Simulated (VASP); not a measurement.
The system is KAgF2.

```xyz
4
Lattice="1.5704 0.9067 5.1288 -1.5704 0.9067 5.1288 0.0000 -1.8133 5.1288" Properties=species:S:1:pos:R:3 pbc="T T T"
K     1.5704    0.9067    5.1288
Ag    0.0000    0.0000    7.6932
F     0.0000    0.0000    3.8466
F     0.0000    0.0000   11.5398
```

The cell was built by a generator and needn't be a form met in nature.

- Program: VASP 6.6.1
- Task: relaxation of cell and atoms
- Functional: PBE
- Potentials or basis: VASP PAW PBE potentials, release 64 (K_sv, Ag, F)
- Cutoff: 600 eV
- k mesh: 8 × 8 × 8
- Occupations: fermi-dirac, width 0.02 eV
- Spin: no spin polarisation

At the start: pressure 65.6 GPa; volume 10.95 Å³/atom.

Problem. How do energy, volume and symmetry change on relaxing?

Solution. Over 15 steps the energy falls by 845.7 meV/atom and the volume is 17.05 Å³/atom (+55.7 %); space group R-3m (No. 166, to 0.05 Å).

The path:
| step | energy change (eV) | largest force (eV/Å) | pressure (GPa) | volume (Å³) |
| --- | --- | --- | --- | --- |
| 1 | 0.0000 | 0.5483 | 65.57 | 43.81 |
| 2 | -3.0934 | 0.2520 | -7.64 | 78.83 |
| 3 | -3.3508 | 0.3308 | 1.68 | 66.44 |
| 4 | -3.3608 | 0.3172 | -0.14 | 68.36 |
| 5 | -3.3601 | 0.3211 | 0.38 | 67.80 |
| 6 | -3.3683 | 0.2487 | 0.39 | 67.78 |
| 7 | -3.3805 | 0.0372 | 0.51 | 67.71 |
| 8 | -3.3808 | 0.0001 | 0.52 | 67.70 |
| 9 | -3.3820 | 0.0039 | -0.28 | 68.58 |
| 10 | -3.3821 | 0.0030 | -0.09 | 68.37 |
| 11 | -3.3825 | 0.0061 | -0.06 | 68.33 |
| 12 | -3.3828 | 0.0107 | -0.01 | 68.26 |
| 13 | -3.3828 | 0.0113 | -0.01 | 68.26 |
| 14 | -3.3829 | 0.0057 | 0.02 | 68.23 |
| 15 | -3.3829 | 0.0024 | 0.03 | 68.21 |

Final structure:
```
K Ag F
1.0
     1.83120    1.05724    5.87219
    -1.83120    1.05724    5.87219
     0.00000   -2.11448    5.87219
K Ag F
1 1 2
Direct
  0.00000 0.00000 0.00000
  0.50000 0.50000 0.50000
  0.24474 0.24474 0.24474
  0.75526 0.75526 0.75526
```

Caveat: the volume moved by over 15 % at a fixed basis, so the end points are rough.
